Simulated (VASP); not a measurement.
Method: vdW-DF2, VASP's PBE PAW potentials (set 64) (plane waves; VASP).

A VASP calculation is set up with these files.

**KPOINTS**
```
Automatic mesh
0
Gamma
12 12 12
0 0 0
```

**INCAR**
```
LASPH = T   # aspherical one-centre terms
SIGMA = 0.1
LMAXMIX = 4
LREAL = F   # projection in real space or not
LWAVE = F
SYSTEM = Sn
AGGAC = 0.0
ISMEAR = 1
PREC = Accurate
LCHARG = F
ISIF = 4
EDIFF = 1E-7   # SCF stop (eV)
ALGO = Normal   # blocked Davidson
IBRION = 2
ENCUT = 520   # plane-wave cut-off (eV)
EDIFFG = -0.01   # ionic stop
NELM = 100
NSW = 30
LUSE_VDW = T
GGA = ML
ZAB_VDW = -1.8867
```

File POSCAR:
```
Sn
1
   -3.1505013804     3.1505013804     1.6988492340
    3.1505013804    -3.1505013804     1.6988492340
    3.1505013804     3.1505013804    -1.6988492340
Sn
2
Direct
  0.2500000000   0.7500000000   0.5000000000
  0.0000000000   0.0000000000   0.0000000000
```

POTCAR, in this order: Sn_d (PBE.64 set). Program: vasp_std.

The resulting files:

File OSZICAR:
```
       N       E                     dE             d eps       ncg     rms          rms(c)
DAV:   1     0.208968124374E+03    0.20897E+03   -0.15094E+04  5872   0.225E+03
DAV:   2     0.183590270000E+02   -0.19061E+03   -0.18866E+03  5888   0.437E+02
DAV:   3     0.141362698852E+00   -0.18218E+02   -0.18021E+02  6736   0.141E+02
DAV:   4    -0.458618159128E+00   -0.59998E+00   -0.59727E+00  6414   0.276E+01
DAV:   5    -0.482950577429E+00   -0.24332E-01   -0.24329E-01  7756   0.525E+00    0.138E+00
DAV:   6    -0.487778537027E+00   -0.48280E-02   -0.23000E-02  6626   0.195E+00    0.770E-01
DAV:   7    -0.495343964202E+00   -0.75654E-02   -0.18812E-02  5980   0.162E+00    0.121E-01
DAV:   8    -0.496714641641E+00   -0.13707E-02   -0.32702E-03  6094   0.661E-01    0.498E-02
DAV:   9    -0.496781476407E+00   -0.66835E-04   -0.13272E-04  7666   0.111E-01    0.226E-02
DAV:  10    -0.496808287258E+00   -0.26811E-04   -0.79684E-05  5952   0.903E-02    0.271E-03
DAV:  11    -0.496809298220E+00   -0.10110E-05   -0.24575E-06  6324   0.180E-02    0.213E-03
DAV:  12    -0.496809695721E+00   -0.39750E-06   -0.24543E-06  4650   0.126E-02    0.467E-04
DAV:  13    -0.496809758194E+00   -0.62473E-07   -0.83817E-08  4098   0.312E-03
   1 F= -.49680976E+00 E0= -.49648896E+00  d E =-.496810E+00
       N       E                     dE             d eps       ncg     rms          rms(c)
DAV:   1    -0.502680327881E+00   -0.58706E-02   -0.14481E-01  6232   0.333E+00    0.354E-01
DAV:   2    -0.499319133058E+00    0.33612E-02   -0.70897E-03  6740   0.132E+00    0.220E-01
DAV:   3    -0.497538499380E+00    0.17806E-02   -0.42602E-03  7244   0.919E-01    0.296E-02
DAV:   4    -0.497588799118E+00   -0.50300E-04   -0.78690E-04  6066   0.361E-01    0.177E-02
DAV:   5    -0.497587258231E+00    0.15409E-05   -0.26573E-05  8234   0.946E-02    0.334E-03
DAV:   6    -0.497587456383E+00   -0.19815E-06   -0.18420E-06  6342   0.159E-02    0.178E-03
DAV:   7    -0.497587437052E+00    0.19331E-07   -0.17868E-07  4580   0.608E-03
   2 F= -.49758744E+00 E0= -.49731344E+00  d E =-.777679E-03
       N       E                     dE             d eps       ncg     rms          rms(c)
DAV:   1    -0.531385367001E+00   -0.33798E-01   -0.93301E-01  6214   0.846E+00    0.901E-01
DAV:   2    -0.509527857097E+00    0.21858E-01   -0.46258E-02  6260   0.278E+00    0.559E-01
DAV:   3    -0.498036416671E+00    0.11491E-01   -0.26876E-02  7772   0.207E+00    0.754E-02
DAV:   4    -0.498304448272E+00   -0.26803E-03   -0.44222E-03  6006   0.814E-01    0.445E-02
DAV:   5    -0.498292373512E+00    0.12075E-04   -0.14853E-04  8310   0.226E-01    0.860E-03
DAV:   6    -0.498293622970E+00   -0.12495E-05   -0.10335E-05  6370   0.376E-02    0.436E-03
DAV:   7    -0.498293702385E+00   -0.79415E-07   -0.12184E-06  5554   0.144E-02    0.702E-04
DAV:   8    -0.498293677540E+00    0.24846E-07   -0.14494E-07  3186   0.686E-03
   3 F= -.49829368E+00 E0= -.49822086E+00  d E =-.148392E-02
```

### OUTCAR
```
------------------------ aborting loop because EDIFF is reached ----------------------------------------
  FORCE on cell =-STRESS in cart. coord.  units (eV):
  Direction    XX          YY          ZZ          XY          YZ          ZX
  --------------------------------------------------------------------------------------
  Total       -0.3389707     -0.3389707     -0.3687523      0.0000000     -0.0000000      0.0000000
  in kB       -8.0519044     -8.0519044     -8.7593347      0.0000000     -0.0000000      0.0000000
  external PRESSURE =      -8.2877145 kB  Pullay stress =       0.0000000 kB
  volume of cell :       67.45
      direct lattice vectors                 reciprocal lattice vectors
    -3.129320613  3.129320613  1.721924342     0.000000000  0.159779090  0.290372804
     3.129320613 -3.129320613  1.721924342     0.159779090  0.000000000  0.290372804
     3.129320613  3.129320613 -1.721924342     0.159779090  0.159779090  0.000000000
 POSITION                                       TOTAL-FORCE (eV/Angst)
 -----------------------------------------------------------------------------------
      3.12932      0.00000      0.86096        -0.000000     -0.000000     -0.000000
      0.00000      0.00000      0.00000         0.000000      0.000000      0.000000
 -----------------------------------------------------------------------------------
    total drift:                                0.000000     -0.000000      0.000000
  FREE ENERGIE OF THE ION-ELECTRON SYSTEM (eV)
  ---------------------------------------------------
  free  energy   TOTEN  =        -0.4982936775 eV

  energy  without entropy=       -0.4980752140  energy(sigma->0) =       -0.49822086

 reached required accuracy - stopping structural energy minimisation
```
(Selected blocks of OUTCAR.)

**CONTCAR**
```
Sn
   1.00000000000000
    -3.1293206131931752    3.1293206131931752    1.7219243417391432
     3.1293206131931752   -3.1293206131931752    1.7219243417391432
     3.1293206131931752    3.1293206131931752   -1.7219243417391432
  Sn
     2
Direct
     0.2500000000000000    0.7500000000000000    0.5000000000000000
     0.0000000000000000    0.0000000000000000    0.0000000000000000
```

**OUTCAR**
```
 val. band max:        5.6261820072   @ k =  -0.2500  -0.2500   0.0833

 cond. band min:       5.6572900866   @ k =   0.3333   0.0000  -0.0000


 Fermi energy:         5.6540483029

 k-point     1 :       0.0000    0.0000    0.0000
  band No.  band energies     occupation
      1     -15.8076      2.00000
      2     -15.7661      2.00000
      3     -15.7323      2.00000
      4     -15.7281      2.00000
      5     -15.6623      2.00000
      6     -15.6623      2.00000
      7     -15.6557      2.00000
      8     -15.6557      2.00000
      9     -15.6002      2.00000
     10     -15.5434      2.00000
     11      -4.0752      2.00000
     12       1.2329      2.00000
     13       4.2422      2.00000
     14       4.2422      2.00000
     15       9.5031      0.00000
     16      10.6797      0.00000
     17      10.6797      0.00000
     18      10.7800      0.00000

 k-point     2 :       0.0833    0.0000    0.0000
  band No.  band energies     occupation
      1     -15.8054      2.00000
      2     -15.7593      2.00000
      3     -15.7258      2.00000
      4     -15.7249      2.00000
      5     -15.6661      2.00000
      6     -15.6653      2.00000
      7     -15.6568      2.00000
      8     -15.6561      2.00000
      9     -15.6015      2.00000
     10     -15.5458      2.00000
     11      -3.9660      2.00000
     12       1.1797      2.00000
     13       4.2565      2.00000
     14       4.4915      2.00000
     15       9.6878      0.00000
     16       9.8344      0.00000
     17      10.0374      0.00000
     18      10.5146      0.00000

 k-point     3 :       0.1667    0.0000    0.0000
  band No.  band energies     occupation
      1     -15.7988      2.00000
      2     -15.7417      2.00000
      3     -15.7196      2.00000
      4     -15.7083      2.00000
      5     -15.6748      2.00000
      6     -15.6671      2.00000
      7     -15.6611      2.00000
      8     -15.6591      2.00000
      9     -15.6052      2.00000
...
```

Unless said otherwise, spin-orbit coupling is left out, though it shifts the bands of the heavy elements here.

The compound is Sn in the beta structure. This cell is one point of a volume scan, at 1.03 of the reference volume. Symmetry was kept, so distortions that lower it aren't found.
